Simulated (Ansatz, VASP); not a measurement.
# SnSe2 in two plane-wave programs, part 2 of 2

One calculation is typed for both programs; each brings its own data sets. How far apart do they land? The cell is taken from a series of runs on this material, whose earlier steps may have relaxed, scaled, displaced or heated it; both programs get it as it stands.

VASP 6.6.1 and Ansatz 0.2.0.

So far. Step 2 (VASP: single point, PBE, pair 1): The run ends at a pressure of 0.08 GPa, with forces up to 0.26 eV/Å.

### Step 6. VASP: single point, PBE, pair 2

Level of this step: PBE; plane waves and PAW (Sn_d, Se) (VASP).

The same cell, functional, mesh and smearing now go to VASP, with its own data sets.

INCAR

```
SYSTEM = SnSe2
PREC = Accurate
ENCUT = 400
EDIFF = 1E-06
NELM = 120
ISMEAR = 0
SIGMA = 0.1
LREAL = .FALSE.
ALGO = Normal
GGA = PE
NBANDS = 19
LORBIT = 11
LWAVE = .FALSE.
LCHARG = .FALSE.
ISIF = 2
LDIPOL = .TRUE.
IDIPOL = 3
DIPOL = 0.5 0.5 0.328
LVHAR = .TRUE.
LASPH = .TRUE.
GGA_COMPAT = .FALSE.
EFERMI = MIDGAP
NELMDL = -8
KPAR = 2
```

POSCAR

```
SnSe2
1.0
    3.7941949000      0.0000000000      0.0000000000
   -1.8970974500      3.2858691703      0.0000000000
    0.0000000000      0.0000000000     30.4600000000
Sn Se
1 2
Direct
    0.3333333333      0.6666666667      0.3282994091
    0.7510060347      0.4176727013      0.3849452770
    0.5823272987      0.2489939653      0.2716535412
```

KPOINTS

```
Automatic mesh
0
Gamma
12 12 1
0 0 0
```

PAW data sets: Sn_d and Se (PBE family, release 64).

Started as:

```console
$ mpirun -np 2 vasp_std
```

Numbers of over 12 decimals in the logs are rounded to 6 here.

What it wrote:

```text
[... set-up lines as in an earlier step ...]
 entering main loop
       N       E                     dE             d eps       ncg     rms          rms(c)
DAV:   1     0.163654486144E+03    0.16365E+03   -0.94457E+03  1978   0.841E+02
DAV:   2     0.753104936902E+01   -0.15612E+03   -0.15261E+03  2171   0.208E+02
DAV:   3    -0.111148678336E+02   -0.18646E+02   -0.18557E+02  2159   0.825E+01
DAV:   4    -0.115488192235E+02   -0.43395E+00   -0.43356E+00  2109   0.160E+01
[...]
DAV:  22    -0.111831506517E+02   -0.27083E-05   -0.52272E-08  1601   0.725E-04    0.195E-04
DAV:  23    -0.111831517569E+02   -0.11052E-05   -0.25474E-08  1554   0.493E-04    0.173E-04
DAV:  24    -0.111831525393E+02   -0.78238E-06   -0.75992E-09  1401   0.311E-04
   1 F= -.11183153E+02 E0= -.11183129E+02  d E =-.480681E-04
```

Parts of OUTCAR (step 6):

```text
  Total        0.4825696      1.1188281     -0.2124627      0.5510160      0.2267012      0.1308858
  in kB        2.0359672      4.7203495     -0.8963827      2.3247433      0.9564552      0.5522087
  external PRESSURE =       1.9533113 kB  Pullay stress =       0.0000000 kB

 POSITION                                       TOTAL-FORCE (eV/Angst)
 -----------------------------------------------------------------------------------
     -0.00000      2.19058     10.00000         0.458124     -0.264498      0.000000
      2.05710      1.37242     11.72543        -0.191033      0.198118     -0.053237
      1.73710      0.81816      8.27457        -0.267091      0.066380      0.053237
 -----------------------------------------------------------------------------------
    total drift:                               -0.000077      0.000045      0.000014

  FREE ENERGIE OF THE ION-ELECTRON SYSTEM (eV)
  ---------------------------------------------------
  free  energy   TOTEN  =       -11.1831525393 eV

  energy  without entropy=      -11.1831044712  energy(sigma->0) =      -11.18312851

[... 2 parts as in an earlier step ...]

[... 1 further part left out ...]
[key lines of the parts left out:]
E-fermi :  -3.2683
```

The run ends at a pressure of 0.20 GPa, with forces up to 0.53 eV/Å.

### Step 7. Comparison

What differs besides the data sets and the points named for the pairs above, as far as they apply: the data sets hold 46 valence electrons in Ansatz (on its PAW soft_1 files) and 26 in VASP. Total energies have different zeros and are not compared.

The two programs side by side:

```csv
quantity,Ansatz,VASP,difference
gap on the k mesh (eV),0.338,0.339,-0.001
```

Forces (eV/Å; atoms numbered as in POSCAR):

| atom | Ansatz x, y, z | VASP x, y, z |
| --- | --- | --- |
| Sn1 | 0.458, -0.264, 0.000 | 0.458, -0.264, 0.000 |
| Se2 | -0.191, 0.197, -0.067 | -0.191, 0.198, -0.053 |
| Se3 | -0.267, 0.067, 0.067 | -0.267, 0.066, 0.053 |

The forces differ by 6.4 meV/Å r.m.s., which is 2.9 % of the r.m.s. force of 0.220 eV/Å (both taken over all components). A gap on the mesh is an upper bound, since the band edges may lie between its points. With vacuum in the cell, a pressure given here is an average over mostly empty space and none of the material.

### Step 8. Ansatz: single point, PBE, pair 3

With cell and atoms fixed, the geometry can't cause a difference; cores, projectors, grids and the points listed under the comparison can.

The cell is taken from a series of runs on this material, whose earlier steps may have relaxed, scaled, displaced or heated it; both programs get it as it stands.

input.yaml

```yaml
crystal:
  lattice:
    - [3.7941949, 0.0, 0.0]
    - [-1.89709745, 3.2858691703, 0.0]
    - [0.0, 0.0, 30.46]
  atoms:
    - { symbol: Sn, position: [0.3333333333, 0.6666666667, 0.3282994091] }
    - { symbol: Se, position: [0.7852689029, 0.4519355696, 0.384945277] }
    - { symbol: Se, position: [0.5480644304, 0.2147310971, 0.2716535412] }
  periodic: [true, true, false]
kpoints:
  mp_grid: { grid: [12, 12, 1] }
hamiltonian:
  xc: pbe
  pseudopotentials: { kind: paw, azcp: { folder: soft_1 } }
scf:
  occupations: { method: gaussian, width: 0.1 }
output:
  forces: true
  stress: true
  eigenvalues: true
```

Started as:

```console
$ ansatz run input.yaml --threads 4 --pin off --max-ram 16384MiB --backend cpu --events-out ev --progress --plain --runs-dir out
```

What it wrote:

```text
[...]
Crystal: 3 atoms, lattice volume = 379.752 Å³
Basis set: ecut = 420 eV, 7445 PW (Γ), exchange–correlation on 54×54×432 points (8 copies of the dense FFT grid, shifted against one another)
Bands: 28, of which v1, the nominal top of the filled ones, is band 23 counted from 1 (22 counted from 0)
Symmetry: 2 space group operations
[...]
k-points: 43 of 144 (time reversal used)
[...]
k-point 1: bands = [... 19 lower, -6.8772, -6.3408, -5.8375, -5.5004, -4.2562, -2.1771, -1.1451 (-1.1451°), -0.7795, ... 1 higher]
  k-point 2: bands = [... 19 lower, -7.5014, -6.7689, -6.3109, -5.7204, -3.9703, -2.0451, -1.2473 (-1.2473°), -0.4180, ... 1 higher]
  k-point 42: bands = [... 19 lower, -9.3793, -7.5074, -6.5914, -5.8914, -4.9182, -2.8539, -2.5244, 0.4616, ... 1 higher]
  ° read free of the cell's end (the report's vacuum.weakly_bound_levels)
[key lines of the parts left out:]
SCF converged after 8 iterations
Free energy (F): -16962.778916 eV
Fermi energy:    -5.133680 eV
P = ½ c Tr σ = 1.8553 N/m
```

### Step 9. VASP: single point, PBE, pair 3

The same cell, functional, mesh and smearing now go to VASP, with its own data sets.

INCAR is that of step 6.

POSCAR

```
SnSe2
1.0
    3.7941949000      0.0000000000      0.0000000000
   -1.8970974500      3.2858691703      0.0000000000
    0.0000000000      0.0000000000     30.4600000000
Sn Se
1 2
Direct
    0.3333333333      0.6666666667      0.3282994091
    0.7852689029      0.4519355696      0.3849452770
    0.5480644304      0.2147310971      0.2716535412
```

KPOINTS is that of step 6.

Started as:

```console
$ mpirun -np 2 vasp_std
```

What it wrote:

```text
[... set-up lines as in an earlier step ...]
 entering main loop
       N       E                     dE             d eps       ncg     rms          rms(c)
DAV:   1     0.164225109680E+03    0.16423E+03   -0.94531E+03  1978   0.841E+02
DAV:   2     0.754438007365E+01   -0.15668E+03   -0.15311E+03  2157   0.208E+02
DAV:   3    -0.110891400360E+02   -0.18634E+02   -0.18562E+02  2115   0.827E+01
DAV:   4    -0.115427142786E+02   -0.45357E+00   -0.45323E+00  2098   0.164E+01
[...]
DAV:  23    -0.111609374705E+02   -0.19005E-05   -0.31949E-08  1582   0.640E-04    0.210E-04
DAV:  24    -0.111609384869E+02   -0.10164E-05   -0.11132E-08  1418   0.353E-04    0.174E-04
DAV:  25    -0.111609393671E+02   -0.88022E-06   -0.14622E-08  1384   0.337E-04
   1 F= -.11160939E+02 E0= -.11160936E+02  d E =-.729729E-05
```

From OUTCAR (step 9):

```text
  Total        0.9088465      1.9788232      0.3320198      0.9266270     -0.8043686     -0.4644025
  in kB        3.8344344      8.3486790      1.4007955      3.9094505     -3.3936411     -1.9593198
  external PRESSURE =       4.5279696 kB  Pullay stress =       0.0000000 kB

 POSITION                                       TOTAL-FORCE (eV/Angst)
 -----------------------------------------------------------------------------------
     -0.00000      2.19058     10.00000         0.917686     -0.529826      0.000000
      2.12210      1.48500     11.72543        -0.593371      0.031903      0.104634
      1.67210      0.70558      8.27457        -0.324315      0.497923     -0.104634
 -----------------------------------------------------------------------------------
    total drift:                               -0.000107      0.000063      0.000001

  FREE ENERGIE OF THE ION-ELECTRON SYSTEM (eV)
  ---------------------------------------------------
  free  energy   TOTEN  =       -11.1609393671 eV

  energy  without entropy=      -11.1609320698  energy(sigma->0) =      -11.16093572

[... 2 parts as in an earlier step ...]

[... 1 further part left out ...]
[key lines of the parts left out:]
E-fermi :  -3.0948
```

The run ends at a pressure of 0.45 GPa, with forces up to 1.1 eV/Å.

### Step 10. Side by side

What differs besides the data sets and the points named for the pairs above, as far as they apply: the data sets hold 46 valence electrons in Ansatz (on its PAW soft_1 files) and 26 in VASP. Total energies have different zeros and are not compared.

Both answers:

| quantity | Ansatz | VASP | difference |
| --- | --- | --- | --- |
| gap on the k mesh (eV) | 0.431 | 0.433 | -0.002 |

Forces (eV/Å; atoms numbered as in POSCAR):

| atom | Ansatz x, y, z | VASP x, y, z |
| --- | --- | --- |
| Sn1 | 0.918, -0.530, 0.000 | 0.918, -0.530, 0.000 |
| Se2 | -0.593, 0.032, 0.092 | -0.593, 0.032, 0.105 |
| Se3 | -0.324, 0.498, -0.092 | -0.324, 0.498, -0.105 |

The forces differ by 6.1 meV/Å r.m.s., which is 1.3 % of the r.m.s. force of 0.454 eV/Å (both taken over all components). A gap on the mesh is an upper bound, since the band edges may lie between its points. With vacuum in the cell, a pressure given here is an average over mostly empty space and none of the material.

### Step 11. Results

```yaml
r_m_s_force_difference_single_point_pbe_pair_1: 6.6 meV/Å
r_m_s_force_difference_single_point_pbe_pair_2: 2.9 % of the r.m.s. force
r_m_s_force_difference_single_point_pbe_pair_3: 1.3 % of the r.m.s. force
```

In words: The r.m.s. force difference is 2.9 % of the r.m.s. force (single point, PBE, pair 2), at about the 3 % picked in this series as the mark of a large difference. The data sets hold unlike numbers of valence electrons (46 in Ansatz and 26 in VASP), so part of the differences comes from the potentials. 5 further runs of this series are not shown here. How closely two codes agree says nothing of how well the functional describes the real material.

[Lines on the potential files, build, host, timing and source positions are cut from VASP's logs without a mark.]

[Logs are printed without paths, hosts, clocks, repeated set-up lines and the standing remarks that a program may print on its own settings, such as how far it seeks lower states.]

[Hosts, paths, dates, database ids (printed as entryN), source tags and the programs' standing remarks are cut or masked in the printed files.]
